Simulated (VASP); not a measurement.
```
PbSe
1.0
    0.00000     3.11561     3.11561
    3.11561     0.00000     3.11561
    3.11561     3.11561     0.00000
Pb Se
1 1
Direct
  0.00000   0.00000   0.00000
  0.50000   0.50000   0.50000
```

All values below come from PBE GGA with D3 dispersion (zero damping), VASP's PBE PAW potentials (set 64) (plane waves; VASP). Numerical set-up: 520 eV cut-off, 7×7×7 Γ-centred mesh, Gaussian smearing of 0.050 eV, potentials Pb_d Se.

Problem. Give the stress tensor in GPa (positive for a compressed cell).

Solution. 
```
-1.28   0.00   0.00
 0.00  -1.28   0.00
 0.00   0.00  -1.28
```
The pressure is its mean diagonal, -1.28 GPa.

The compound is PbSe in the rock salt structure. This cell is one point of a volume scan, at 1.03 of the reference volume.
